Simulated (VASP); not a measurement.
## GeRu2C with LDA: from relaxation to properties

What structure does GeRu2C take at this level, and what are its properties? The steps: rough relaxation of the start cell, relaxing cell and atoms (LDA), density, ELF and potential (LDA), band structure (LDA), density of states (LDA), core-level energies (LDA), band structure (TB-mBJ), field gradients at the nuclei (LDA), volume scan with LDA and fit for LDA. The cell is invented: it takes the structure of COD entry 1539492, ZrC (space group 225 there), with some of its atoms replaced by other elements, volume scaled by an estimate. It may not be a known or stable phase.

Method: LDA; plane waves and PAW (Ru_pv, Ge_d, C), in the first sound run; inputs show where later runs differ, in VASP 6.6.1.

Report form: the programs' logs are mostly left out.

## 1. The starting structure

Before any relaxation, the start is as follows. It takes space group R-3m (No. 166, trigonal). Conventional cell: a = 3.274 Å, b = 3.274 Å, c = 16.038 Å, α = 90.00°, β = 90.00°, γ = 120.00°. Nearest to Ru lie 3 Ge at 2.31 Å and 3 C at 2.31 Å. Nearest to Ge lie 6 Ru at 2.31 Å. Nearest to C lie 6 Ru at 2.31 Å. It derives from ZrC. It takes the structure of COD entry 1539492, ZrC (space group 225 there), with some of its atoms replaced by other elements, volume scaled by an estimate. Farther neighbours are not listed.

Structure file:

```cif
data_structure
_symmetry_space_group_name_H-M 'P 1'
_symmetry_Int_Tables_number 1
_cell_length_a 5.6704
_cell_length_b 5.6704
_cell_length_c 5.6704
_cell_angle_alpha 33.557
_cell_angle_beta 33.557
_cell_angle_gamma 33.557
_cell_volume 49.62
loop_
_atom_site_label
_atom_site_type_symbol
_atom_site_fract_x
_atom_site_fract_y
_atom_site_fract_z
_atom_site_occupancy
Ru1 Ru 0.75000 0.75000 0.75000 1
Ru2 Ru 0.25000 0.25000 0.25000 1
Ge3 Ge 0.00000 0.00000 0.00000 1
C4 C 0.50000 0.50000 0.50000 1
```

## 2. Rough relaxation of the start cell

The start is only an estimate, so a cheap relaxation brings it near a minimum before any careful run. LDA, the lowest rung, knows the local density alone.

The input, INCAR:

```
SYSTEM = GeRu2C
PREC = Normal
ENCUT = 520
EDIFF = 1E-05
NELM = 60
ISMEAR = 0
SIGMA = 0.05
LREAL = .FALSE.
ALGO = Fast
GGA = CA
NBANDS = 29
LORBIT = 11
LWAVE = .FALSE.
LCHARG = .FALSE.
KPAR = 2
IBRION = 2
NSW = 40
ISIF = 3
EDIFFG = -0.04
```

The input, POSCAR:

```
GeRu2C
1.0
    1.6369070000      0.9450690000      5.3461170000
   -1.6369070000      0.9450690000      5.3461170000
    0.0000000000     -1.8901380000      5.3461170000
Ru Ge C
2 1 1
Direct
    0.7500000000      0.7500000000      0.7500000000
    0.2500000000      0.2500000000      0.2500000000
    0.0000000000      0.0000000000      0.0000000000
    0.5000000000      0.5000000000      0.5000000000
```

The input, KPOINTS:

```
Automatic mesh
0
Gamma
6 6 6
0 0 0
```

The projector-augmented-wave data sets are Ru_pv, Ge_d and C (LDA family, release 64).

On the command line:

```sh
mpirun -np 2 vasp_std
```

Run time: 5.3 min. Hardware: 2 MPI ranks of Intel Xeon Platinum 8259CL at 2.50GHz (Skylake/Cascade Lake), shared host; peak memory 0.38 GiB.

The k-mesh is coarse for a metal. This relaxation is a rough one on cheap settings, only to bring the start near its minimum. The run keeps the 12 symmetry operations of its start, so it cannot find a distortion of lower symmetry.

The steps of the relaxation (22 of 24):

```
step  energy less that of the first step (eV)  largest force (eV/Å)  pressure (GPa)  volume (Å³)
   1                                   0.0000                5.2850            3.07        49.62
   2                                  -1.9464                3.3463          -13.77        51.35
   3                                  -2.0835                3.9259           -3.48        53.68
   4                                  -2.6274                1.1569          -15.27        52.34
   5                                  -2.6581                0.1527          -14.00        52.64
   6                                  -0.5481               10.9514           74.67        43.92
   8                                  -3.2551                0.5474            1.17        49.06
   9                                  -3.3550                0.1213            2.84        48.22
  10                                  -3.4013                0.2167            8.18        46.40
  11                                  -3.2240                0.6530          -19.00        50.94
  12                                  -3.4433                0.1755           -1.79        47.77
  13                                  -3.4575                0.2539           -1.90        47.71
  14                                  -3.4578                0.1977           -1.98        47.72
  15                                  -3.4567                0.3535            4.25        46.61
  16                                  -3.4619                0.2847            0.86        47.18
  17                                  -3.4676                0.0142            0.72        46.96
  19                                  -3.4714                0.1362           -1.36        47.14
  20                                  -3.4714                0.1432           -1.61        47.15
  21                                  -3.4730                0.1368           -1.52        47.09
  22                                  -3.4733                0.1316           -1.29        47.02
  23                                  -3.4743                0.0579           -0.15        46.88
  24                                  -3.4744                0.0385            0.21        46.84
```

```csv
cell as run,before,after,change
a (Å),5.670,6.688,+17.9 %
b (Å),5.670,6.688,+17.9 %
c (Å),5.670,6.688,+17.9 %
α (°),33.56,24.96,-25.6 %
β (°),33.56,24.96,-25.6 %
γ (°),33.56,24.96,-25.6 %
volume (Å³/atom),12.41,11.71,-5.6 %
```

The atoms that moved most (Å, as changes of fractional coordinates times the final cell):

| atom | dx | dy | dz | length |
| --- | --- | --- | --- | --- |
| Ru1 | 0.000 | 0.000 | 0.378 | 0.378 |
| Ru2 | 0.000 | 0.000 | -0.378 | 0.378 |

The relaxed structure:

```xyz
4
Lattice="1.4449 0.8342 6.4763 -1.4449 0.8342 6.4763 0.0000 -1.6685 6.4763" Properties=species:S:1:pos:R:3 pbc="T T T"
Ru    0.0000    0.0000   14.9496
Ru    0.0000    0.0000    4.4794
Ge    0.0000    0.0000    0.0000
C     0.0000    0.0000    9.7145
```

This step gave:

* electrons: 46
* bands: 29
* irreducible k-points: 32
* symmetry operations: 12
* free energy (TOTEN): -36.03 eV
* energy at zero smearing: -36.03 eV
* Fermi energy: 11.79 eV
* pressure: 0.2113 GPa
* metallic, judged on the points sampled: yes
* SCF cycles over all ionic steps: 220

It ends with a largest force of 0.039 eV/Å and a pressure of 0.21 GPa.

## 3. Relaxing cell and atoms (LDA)

Properties are meant for the cell that this level of theory prefers, so cell and atoms are relaxed first (ISIF = 3) until forces and stress are small; EDIFFG sets the threshold.

The input, INCAR:

```
SYSTEM = GeRu2C
PREC = Accurate
ENCUT = 520
EDIFF = 1E-06
NELM = 100
ISMEAR = 0
SIGMA = 0.05
LREAL = .FALSE.
ALGO = Normal
GGA = CA
NBANDS = 29
LORBIT = 11
LWAVE = .FALSE.
LCHARG = .FALSE.
KPAR = 2
IBRION = 2
NSW = 60
ISIF = 3
EDIFFG = -0.01
```

The input, POSCAR:

```
GeRu2C
1.0
    1.4449407806      0.8342371473      6.4763182059
   -1.4449407806      0.8342371473      6.4763182059
    0.0000000000     -1.6684742945      6.4763182059
Ru Ge C
2 1 1
Direct
    0.7694486592      0.7694486592      0.7694486592
    0.2305513408      0.2305513408      0.2305513408
    0.0000000000      0.0000000000      0.0000000000
    0.5000000000      0.5000000000      0.5000000000
```

The input, KPOINTS:

```
Automatic mesh
0
Gamma
8 8 8
0 0 0
```

On the command line:

```sh
mpirun -np 2 vasp_std
```

The job ended after 12 min (2 MPI ranks; peak memory 0.68 GiB).

The steps of the relaxation:

```csv
step,energy less that of the first step (eV),largest force (eV/Å),pressure (GPa),volume (Å³)
1,0.0000,0.1617,0.91,46.84
2,-0.0069,0.1086,-1.24,47.29
3,-0.0072,0.0998,-1.52,47.38
4,-0.0096,0.0752,0.80,47.12
5,-0.0098,0.0411,0.32,47.18
6,-0.0098,0.0373,0.17,47.18
7,-0.0100,0.0084,0.10,47.21
8,-0.0101,0.0224,-0.05,47.24
9,-0.0101,0.0187,-0.04,47.24
10,-0.0101,0.0044,0.02,47.23
```

```csv
"conventional cell, symmetrised",before,after,change
a (Å),2.890,2.920,+1.1 %
b (Å),2.890,2.920,+1.1 %
c (Å),19.429,19.182,-1.3 %
volume (Å³/atom),11.71,11.81,+0.8 %
```

The atoms that moved most (Å, as changes of fractional coordinates times the final cell):

```
atom     dx     dy      dz  length
 Ru2  0.000  0.000  -0.014   0.014
 Ru1  0.000  0.000   0.014   0.014
```

The relaxed structure:

```cif
data_structure
_symmetry_space_group_name_H-M 'P 1'
_symmetry_Int_Tables_number 1
_cell_length_a 6.6126
_cell_length_b 6.6126
_cell_length_c 6.6126
_cell_angle_alpha 25.514
_cell_angle_beta 25.514
_cell_angle_gamma 25.514
_cell_volume 47.23
loop_
_atom_site_label
_atom_site_type_symbol
_atom_site_fract_x
_atom_site_fract_y
_atom_site_fract_z
_atom_site_occupancy
Ru1 Ru 0.77019 0.77019 0.77019 1
Ru2 Ru 0.22981 0.22981 0.22981 1
Ge3 Ge 0.00000 0.00000 0.00000 1
C4 C 0.50000 0.50000 0.50000 1
```

This step gave:

```
irreducible k-points            : 65
free energy (TOTEN)             : -36.00 eV
energy at zero smearing         : -36.00 eV
Fermi energy                    : 11.69 eV
pressure                        : 0.01526 GPa
SCF cycles over all ionic steps : 69
```

It ends with a largest force of 0.004 eV/Å and a pressure of 0.02 GPa.

## 4. Density, ELF and potential (LDA)

The relaxed cell gets a fresh self-consistent run, on a basis set for its own volume, to fix the density and to check the remaining stress.

Edit INCAR of step 3 so:

```diff
@@ -13,7 +13,5 @@
 LWAVE = .FALSE.
-LCHARG = .FALSE.
-KPAR = 2
-IBRION = 2
-NSW = 60
-ISIF = 3
-EDIFFG = -0.01
+LCHARG = .TRUE.
+ISIF = 2
+LELF = .TRUE.
+LVHAR = .TRUE.
```

The input, POSCAR:

```
GeRu2C
1.0
    1.4601751065      0.8430326957      6.3939829417
   -1.4601751065      0.8430326957      6.3939829417
    0.0000000000     -1.6860653913      6.3939829417
Ru Ge C
2 1 1
Direct
    0.7701896776      0.7701896776      0.7701896776
    0.2298103224      0.2298103224      0.2298103224
    0.0000000000      0.0000000000      0.0000000000
    0.5000000000      0.5000000000      0.5000000000
```

KPOINTS is that of step 3.

On the command line:

```sh
mpirun -np 2 vasp_std
```

The job ended after 2.5 min (2 MPI ranks; peak memory 0.47 GiB).

This step gave:

```yaml
scf_cycles: 14
bands: 30
pressure: -0.02154 GPa
```

Valence electrons inside each PAW sphere by angular momentum. Sphere charges, by row:

| atom | s (e) | p (e) | d (e) | tot (e) |
| --- | --- | --- | --- | --- |
| Ru1 | 0.321 | 6.31 | 6.196 | 12.83 |
| Ru2 | 0.321 | 6.31 | 6.196 | 12.83 |
| Ge3 | 1.156 | 1.181 | 10.11 | 12.44 |
| C4 | 0.867 | 1.499 | 0 | 2.366 |

Valence density in the ac plane of the cell as run, not the conventional one, at fractional y = 0.000, with atoms of Ge within 0.2 Å of it. It is the smooth field of the valence electrons, not physical close to the nuclei.

Values in e/Å³, 10 rows by 16 columns, each cell a mean:
```
11 13  5  1  0  0  1  1  0  0  0  0  0  0  1  3
 1  4  6  4  1  0  1  1  2  1  1  0  0  0  0  0
 0  0  1  1  1  0  0  1  2  3  3  1  0  0  0  0
 0  1  0  0  0  0  0  0  0  1  3  3  2  1  0  0
 0  1  1  1  1  0  0  0  0  0  1  2  3  2  1  0
 0  0  1  2  3  2  1  0  0  0  0  0  1  1  1  1
 0  0  0  1  2  4  3  1  0  0  0  0  0  0  0  0
 0  0  0  0  0  1  2  3  1  0  0  1  2  2  1  0
 1  0  0  0  0  0  0  1  1  1  0  0  1  6  9  5
11  3  0  0  0  0  0  0  0  1  0  0  0  1  7 14
```
Columns run along a (6.6 Å), rows up along c (6.6 Å). Atoms in or near the plane, at fractional coordinates: Ge at (0.00, 0.00).

Electrostatic potential energy in the ac plane of the cell as run, not the conventional one, at fractional y = 0.000, with atoms of Ge within 0.2 Å of it. With pseudopotentials it is smooth inside the atoms' cores, unlike the true potential.

Ten even steps from '0' (-54 eV) to '9' (1 eV), each cell a mean:
```
002799878999999961
100379865799999996
720148974358999999
974236985224899999
998645898411489999
999977899730148999
877899999973014899
965689999997312599
984347999999742379
996313799999985458
999521269999998767
999841027999889988
999984113799756899
999998421489743479
999999853368962137
699999996457984002
169999999867997200
016999999998999710
```
Columns run along a (6.6 Å; values clipped at the 3rd and 97th percentile), rows up along c (6.6 Å). Atoms in or near the plane, at fractional coordinates: Ge at (0.00, 0.00).

ELF in the ac plane of the cell as run, not the conventional one, at fractional y = 0.000, with atoms of Ge within 0.2 Å of it. It is the smooth field of the valence electrons, not physical close to the nuclei.

Ten even steps from '_' (0.17) to '@' (0.51), each cell a mean:
```
::__++@@**....::..__________--##@@++
++____##@@==__--==::________..==%%@@
@@**..--%%%%--..++**--..______::==##
**@@%%++**%%**::--####==..______..--
..==%%%%######**--**%%##==..________
____--##%%##****++==####**==..______
..::..::**##++++++====%%####==..____
__--==::::++**==========##%%##--____
__::++**++--==++----======**##**::__
____--**####======--==++++----++==..
____..==####%%++==++==++****::..--::
______..==**##%%====**++**##**--__..
________..==**####--++######%%%%==..
::..______..==####++::**%%##**%%@@**
##==::______..==****::::##%%++--##@@
@@%%==::______..--++==..--%%%%..__++
==@@%%==..________::--::__==@@**____
--==@@##::____________..__..**@@++::
```
Columns run along a (6.6 Å), rows up along c (6.6 Å). Atoms in or near the plane, at fractional coordinates: Ge at (0.00, 0.00).

In this run the pressure is -0.02 GPa, small enough to go on; single stress components reach 0.12 GPa.

## 5. Band structure (LDA)

The mesh alone shows little of the dispersion and can miss band extrema, so KPOINTS_OPT adds a path through the symmetry points after the self-consistent cycle.

The input, INCAR:

```
SYSTEM = GeRu2C
PREC = Accurate
ENCUT = 520
EDIFF = 1E-06
NELM = 100
ISMEAR = 0
SIGMA = 0.05
LREAL = .FALSE.
ALGO = Normal
GGA = CA
NBANDS = 37
LORBIT = 11
LWAVE = .FALSE.
LCHARG = .FALSE.
KPAR = 2
```

POSCAR is that of step 4.

KPOINTS is that of step 4.

The input, KPOINTS_OPT:

```
Line mode
16
Line-mode
Reciprocal
  0.00000000   0.00000000   0.00000000 GAMMA
  0.50000000   0.00000000   0.00000000 L

  0.50000000   0.00000000   0.00000000 L
  0.50000000   0.17825590  -0.17825590 B1

  0.82174410   0.50000000   0.17825590 B
  0.50000000   0.50000000   0.50000000 Z

  0.50000000   0.50000000   0.50000000 Z
  0.00000000   0.00000000   0.00000000 GAMMA

  0.00000000   0.00000000   0.00000000 GAMMA
  0.33912795   0.00000000  -0.33912795 X

  0.66087205   0.33912795   0.00000000 Q
  0.50000000   0.50000000   0.00000000 F

  0.50000000   0.50000000   0.00000000 F
  0.66087205   0.66087205   0.17825590 P1

  0.66087205   0.66087205   0.17825590 P1
  0.50000000   0.50000000   0.50000000 Z

  0.50000000   0.00000000   0.00000000 L
  0.82174410   0.33912795   0.33912795 P
```

On the command line:

```sh
mpirun -np 2 vasp_std
```

It took 6.7 min on 2 MPI ranks; peak memory 0.77 GiB; 13 min of CPU time.

Spin-orbit coupling is off here; it would split degenerate levels.

This step gave:

- SCF cycles: 13
- bands: 37
- pressure: 0.05181 GPa

The electronic bands at the labelled points (eV, zero at the Fermi level; # counts the bands kept in this run):

```csv
point,#8,#9,#10,#11,#12,#13,#14,#15
Γ,-2.74,-1.74,-1.74,-0.88,-0.88,1.40,3.83,3.83
0.53 of the way,-1.97,-1.84,-1.22,-0.70,-0.67,2.21,2.62,4.24
L,-1.70,-0.92,0.07,0.25,0.40,1.24,1.85,3.47
0.47 of the way,-2.75,-1.09,-0.12,0.11,1.05,1.12,2.69,2.76
B1,-1.94,-1.68,-1.41,0.39,0.46,0.87,2.65,2.76
jump to B,-1.94,-1.68,-1.41,0.39,0.46,0.87,2.65,2.76
0.47 of the way,-2.06,-1.75,-1.29,-0.98,1.36,1.67,2.55,2.58
Z,-2.78,-1.82,-1.82,-0.94,-0.94,1.25,4.31,4.31
0.47 of the way,-2.76,-1.79,-1.79,-0.91,-0.91,1.31,4.08,4.08
Γ,-2.74,-1.74,-1.74,-0.88,-0.88,1.40,3.83,3.83
0.47 of the way,-3.18,-1.60,-1.08,-0.71,-0.25,2.60,2.83,3.73
X,-2.00,-1.58,-1.42,0.42,0.45,0.86,2.42,2.88
jump to Q,-2.00,-1.58,-1.42,0.42,0.45,0.86,2.42,2.88
0.47 of the way,-1.93,-1.60,-0.84,0.23,0.84,1.13,2.20,2.43
F,-1.31,-1.08,-0.38,-0.01,0.42,1.70,1.85,1.89
0.53 of the way,-1.22,-1.14,-0.39,0.00,0.41,1.65,1.90,1.99
P1,-1.25,-1.08,-0.36,0.00,0.38,1.58,1.97,2.22
0.53 of the way,-2.27,-1.93,-1.70,-0.71,-0.09,1.94,2.75,3.86
Z,-2.78,-1.82,-1.82,-0.94,-0.94,1.25,4.31,4.31
jump to L,-1.70,-0.92,0.07,0.25,0.40,1.24,1.85,3.47
0.53 of the way,-1.54,-0.90,-0.11,0.05,0.39,1.46,1.89,2.89
P,-1.25,-1.08,-0.36,0.00,0.38,1.58,1.97,2.22
```

Of the projections kept (Ru, Ge, C), the largest for each band there, as a share of the weight inside these atoms' spheres; weight between the spheres isn't counted:

```
point       #8       #9      #10      #11      #12      #13      #14      #15
    Γ  Ru 0.99  Ru 0.99  Ru 0.99  Ru 0.98  Ru 0.98  Ru 0.52   C 0.45   C 0.45
    L  Ru 0.90  Ru 0.86  Ru 0.98  Ru 0.71  Ru 1.00  Ru 0.92  Ru 0.74  Ru 0.63
   B1  Ru 0.86  Ru 0.87  Ru 0.84  Ru 0.85  Ru 0.75  Ru 0.85  Ru 0.73  Ru 0.83
    B  Ru 0.86  Ru 0.87  Ru 0.84  Ru 0.85  Ru 0.75  Ru 0.85  Ru 0.73  Ru 0.83
    Z  Ru 0.99  Ru 0.98  Ru 0.98  Ru 0.97  Ru 0.97  Ru 0.65  Ru 0.49  Ru 0.49
    Γ  Ru 0.99  Ru 0.99  Ru 0.99  Ru 0.98  Ru 0.98  Ru 0.52   C 0.45   C 0.45
```

There is no gap at this level.

## 6. Density of states (LDA)

Here the states are counted by energy and projected on the atoms. The mesh is finer than in the run before.

Edit INCAR of step 5 so:

```diff
@@ -5,3 +5,3 @@
 NELM = 100
-ISMEAR = 0
+ISMEAR = -5
 SIGMA = 0.05
@@ -15 +15,2 @@
 KPAR = 2
+NEDOS = 2001
```

POSCAR is that of step 5.

The input, KPOINTS:

```
Automatic mesh
0
Gamma
11 11 11
0 0 0
```

On the command line:

```sh
mpirun -np 2 vasp_std
```

Elapsed: 6 min, on 2 MPI ranks; peak memory 0.88 GiB.

Force components of up to 0.13 eV/Å appear here. Mesh or smearing differ from those of the relaxation, so its positions hold an error of that kind, and the forces of a metal with tetrahedra are inexact too. With tetrahedra the forces and stress of a metal are not exact derivatives of the energy.

Numbers from this step:

```
irreducible k-points                                 : 146
free energy (TOTEN)                                  : -35.99 eV
Fermi energy                                         : 11.68 eV
pressure                                             : 0.1965 GPa
DOS at the Fermi level, one point of the energy grid : 3.062 states/eV/cell
```

The density of states has structure finer than the step of the table below, so its rows give means over 1 eV, whole bins alone (the curve runs from -12.0 to 8.00 eV). Peaks (eV: height): total -6.2: 9.88, -3.3: 5.78, -1.7: 5.90, -0.8: 7.44; Ru d -6.2: 4.36, -3.3: 3.01, -1.7: 4.25, -0.8: 6.38; Ge p -4.9: 0.418, -4.5: 0.564, -3.3: 0.813, 5.8: 0.434; C p -7.1: 0.616, -6.2: 1.95, -5.8: 0.956, -5.2: 0.950; Ge s -8.4: 0.620, -5.8: 0.0848, 1.5: 0.184.

States under -12.0 eV and over 8.0 eV are left out. The density of states by energy, zero at the Fermi level; means over each step; values in states/eV/cell:

```
energy (eV)  total    Ru d    Ge p      C p     Ge s      C s
        -11  0.465  0.0295  0.0156  0.00140    0.211   0.0171
        -10  0.427  0.0390  0.0217  0.00362    0.191  0.00301
         -9  0.556  0.0731  0.0219  0.00860    0.250  0.00270
         -8  0.658   0.154  0.0173   0.0605    0.155  0.00234
         -7   1.71   0.560  0.0374    0.296   0.0417  0.00751
         -6   3.09    1.38  0.0868    0.603   0.0328  0.00473
         -5   3.03    1.49   0.280    0.259   0.0303  0.00388
         -4   2.19    1.19   0.238   0.0519   0.0116  0.00522
         -3   1.93    1.21   0.192   0.0360  0.00485  0.00759
         -2   3.31    2.54   0.135   0.0493   0.0185  0.00129
         -1   3.08    2.41  0.0839   0.0748   0.0482  0.00364
          0   2.52    1.90   0.104    0.103   0.0270  0.00891
          1   1.91    1.19   0.177    0.106   0.0488  0.00474
          2   2.10    1.04   0.164    0.240    0.103   0.0264
          3   2.11   0.963   0.188    0.286   0.0490   0.0447
          4   1.61   0.645   0.145    0.313   0.0313   0.0358
          5   1.12   0.425   0.171    0.112   0.0367   0.0450
          6   1.60   0.511   0.318    0.125   0.0237   0.0488
          7   1.13   0.210   0.223   0.0577   0.0161   0.0285
```

Force by atom:

| atom | x (eV/Å) | y (eV/Å) | z (eV/Å) | size |
| --- | --- | --- | --- | --- |
| Ru1 | 0.000 | 0.000 | 0.126 | 0.126 |
| Ru2 | 0.000 | 0.000 | -0.126 | 0.126 |
| Ge3 | 0.000 | 0.000 | 0.000 | 0.000 |
| C4 | 0.000 | 0.000 | 0.000 | 0.000 |

The finer mesh and the other smearing move the Fermi level by -0.00 eV from the 8×8×8 run, a small shift, which tests the Fermi level alone. Of the states within 0.3 eV of the Fermi level, the largest shares in the PAW spheres are Ru d 76 %. The rest lies in smaller channels or between the spheres.

(Part 1 of 2 ends here.)

[Lines on the potential files, build, host, timing and source positions are cut from VASP's logs without a mark.]

[Logs are printed without paths, hosts, clocks, repeated set-up lines and the standing remarks that a program may print on its own settings, such as how far it seeks lower states.]

[Hosts, paths, dates, database ids (printed as entryN), source tags and the programs' standing remarks are cut or masked in the printed files.]

[A measured line is paired with the nearest computed mode of its activity, which favours agreement.]

[In band tables of VASP the shares of atoms and orbitals are scaled to a sum of 1 inside the atoms' spheres.]
